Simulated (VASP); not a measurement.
Consider the following.

```
TiB2
1.0
    3.02593     0.00000     0.00000
   -1.51296     2.62053     0.00000
    0.00000     0.00000     3.22877
Ti B
1 2
Direct
  0.00000   0.00000   0.00000
  0.33333   0.66667   0.50000
  0.66667   0.33333   0.50000
```

Calculation: PBE GGA, VASP's PBE PAW potentials (set 64) (plane waves; VASP). Run with 400 eV cut-off, 8×8×7 Γ-centred mesh, Gaussian smearing of 0.14 eV, potentials Ti_sv B.

At this cut-off the stress carries a Pulay error, which pulls relaxed volumes low.

**Question.** Give the stress tensor in GPa (positive for a compressed cell).

**Answer.** 
```
 1.48   0.00   0.00
 0.00   1.48   0.00
 0.00   0.00  -1.04
```
The pressure is its mean diagonal, 0.64 GPa.

The structure comes from a computed database's TiB2 entry; how it stands against other phases isn't given here. The cell was not relaxed at this level.
